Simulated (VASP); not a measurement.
AlN (relaxed from the zinc blende structure, space group F-43m) relaxed at rising pressure, in one space group throughout; other phases were not tried. The pressures are those reached. Level of theory: PBEsol GGA, VASP's PBE PAW potentials (set 64) (plane waves; VASP).

| P (GPa) | V (Å³/atom) | k-mesh |
|---|---|---|
| -0.18 | 10.487 | 10×10×10 |
| 4.99 | 10.234 | 10×10×10 |
| 9.99 | 10.015 | 11×11×11 |
| 19.89 | 9.639 | 11×11×11 |
| 29.86 | 9.318 | 11×11×11 |

A change of mesh leaves a small step in the series.

Fit an equation of state and predict the volume at 45.02 GPa.

Least squares on the third-order Birch-Murnaghan form, P = (3B0/2)(y⁷ − y⁵)[1 + (3/4)(B′ − 4)(y² − 1)] with y = (V0/V)^(1/3), gives V0 = 10.478 Å³/atom, B0 = 203 GPa and B′ = 3.9, and so 8.910 Å³/atom. The run gave 8.909 Å³/atom, -0.0 % from the fit.

Pressures at which the relaxation failed are left out.

The structure was generated: AlN was put into the zinc blende type (F-43m), which need not be its known phase.
